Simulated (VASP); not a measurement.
Method: r2SCAN meta-GGA, VASP's PBE PAW potentials (set 64) (plane waves; VASP).

The input files of a VASP run:

### INCAR
```
! general
SYSTEM  = Sb
PREC    = Accurate
ENCUT   = 520
LREAL   = F
LASPH   = T

! electronic loop
EDIFF   = 1E-7
NELM    = 100
ALGO    = Normal
LMAXMIX = 4
LMIXTAU = T

! smearing
ISMEAR  = -5

! functional
METAGGA = R2SCAN

! ions
ISIF    = 2

! output
LWAVE   = F
LCHARG  = F
LORBIT  = 11
NEDOS   = 601
```

### KPOINTS
```
kpoints
0
gamma
  8 8 8
0 0 0
```

### KPOINTS_OPT
```
k-points along high-symmetry lines
8
Line-mode
Reciprocal
  0.000000   0.000000   0.000000 ! GAMMA
 -0.500000  -0.500000  -0.500000 ! T

 -0.500000  -0.500000  -0.500000 ! T
 -0.239794  -0.760206  -0.500000 ! H_2

  0.239793  -0.500000  -0.239793 ! H_0
 -0.000000  -0.500000  -0.000000 ! L

 -0.000000  -0.500000  -0.000000 ! L
  0.000000   0.000000   0.000000 ! GAMMA

  0.000000   0.000000   0.000000 ! GAMMA
  0.369897  -0.369897   0.000000 ! S_0

 -0.000000  -0.630103  -0.369897 ! S_2
  0.000000  -0.500000  -0.500000 ! F

  0.000000  -0.500000  -0.500000 ! F
  0.000000   0.000000   0.000000 ! GAMMA
```

### POSCAR
```
Sb
1
    4.0286617922    -2.1765156153     0.0105351499
    4.0286617922     2.1765156153     0.0105351499
    2.8434232859     0.0000000000     3.5892045520
Sb
2
Direct
  0.2320345126   0.2320345126   0.2320345126
  0.7679654874   0.7679654874   0.7679654874
```

POTCAR, in this order: Sb (PBE.64 set). Program: vasp_std.

What VASP printed:

**OSZICAR**
```
       N       E                     dE             d eps       ncg     rms          rms(c)
DAV:   1    -0.497632020421E+01   -0.49763E+01   -0.38423E+03  1170   0.908E+02
DAV:   2    -0.509581496639E+02   -0.45982E+02   -0.45328E+02  1698   0.130E+02
DAV:   3    -0.526418140413E+02   -0.16837E+01   -0.16797E+01  1474   0.299E+01
DAV:   4    -0.526561702101E+02   -0.14356E-01   -0.14344E-01  1370   0.302E+00
DAV:   5    -0.526562930071E+02   -0.12280E-03   -0.12268E-03  1366   0.307E-01    0.251E+00
DAV:   6    -0.513616569103E+02    0.12946E+01   -0.24024E-01  1174   0.399E+00    0.185E+00
DAV:   7    -0.514281391536E+02   -0.66482E-01   -0.54869E-02  1175   0.320E+00    0.862E-01
DAV:   8    -0.513729310091E+02    0.55208E-01   -0.82353E-02  1174   0.316E+00    0.203E-01
DAV:   9    -0.513949704460E+02   -0.22039E-01   -0.11808E-02  1180   0.108E+00    0.717E-02
DAV:  10    -0.513938002817E+02    0.11702E-02   -0.28191E-04  1263   0.162E-01    0.441E-02
DAV:  11    -0.513960040842E+02   -0.22038E-02   -0.18223E-03  1208   0.436E-01    0.108E-02
DAV:  12    -0.513960875013E+02   -0.83417E-04   -0.80305E-05  1324   0.885E-02    0.130E-02
DAV:  13    -0.513960965411E+02   -0.90398E-05   -0.89224E-06  1235   0.266E-02    0.332E-03
DAV:  14    -0.513960993405E+02   -0.27994E-05   -0.11828E-05  1212   0.333E-02    0.115E-03
DAV:  15    -0.513961042040E+02   -0.48635E-05   -0.23587E-06  1175   0.169E-02    0.281E-03
DAV:  16    -0.513961041492E+02    0.54838E-07   -0.12347E-06  1207   0.103E-02    0.285E-04
DAV:  17    -0.513961042792E+02   -0.12999E-06   -0.41090E-08   605   0.247E-03    0.279E-04
DAV:  18    -0.513961044202E+02   -0.14105E-06   -0.27952E-08   586   0.203E-03    0.648E-05
DAV:  19    -0.513961044140E+02    0.61713E-08   -0.31923E-09   585   0.682E-04
   1 F= -.51396104E+02 E0= -.51396104E+02  d E =0.000000E+00
       N       E                     dE             ncg
```

### OUTCAR
```
------------------------ aborting loop because EDIFF is reached ----------------------------------------
  FORCE on cell =-STRESS in cart. coord.  units (eV):
  Direction    XX          YY          ZZ          XY          YZ          ZX
  --------------------------------------------------------------------------------------
  Total        0.0853621      0.0105407      0.0187479     -0.0000000      0.0000000      0.0247805
  in kB        2.1773373      0.2688617      0.4782029     -0.0000000      0.0000000      0.6320779
  external PRESSURE =       0.9748006 kB  Pullay stress =       0.0000000 kB
  volume of cell :       62.81
      direct lattice vectors                 reciprocal lattice vectors
     4.028661792 -2.176515615  0.010535150     0.124368343 -0.229724977 -0.098526522
     4.028661792  2.176515615  0.010535150     0.124368343  0.229724977 -0.098526522
     2.843423286  0.000000000  3.589204552    -0.000730100  0.000000000  0.279191662
 POSITION                                       TOTAL-FORCE (eV/Angst)
 -----------------------------------------------------------------------------------
      2.52935      0.00000      0.83771        -0.005265      0.000000     -0.001744
      8.37140      0.00000      2.77257         0.005265      0.000000      0.001744
 -----------------------------------------------------------------------------------
    total drift:                               -0.000000     -0.000000     -0.000000
  FREE ENERGIE OF THE ION-ELECTRON SYSTEM (eV)
  ---------------------------------------------------
  free  energy   TOTEN  =       -51.3961044140 eV

  energy  without entropy=      -51.3961044140  energy(sigma->0) =      -51.39610441

 total charge

# of ion       s       p       d       tot
------------------------------------------
    1        1.193   1.149   0.034   2.376
    2        1.193   1.149   0.034   2.376
--------------------------------------------------
tot          2.387   2.297   0.068   4.752
```
(Selected blocks of OUTCAR.)

For a metal the tetrahedron method with Blöchl corrections gives inexact stress and forces.

The compound is Sb in the a7 structure. It was relaxed first.
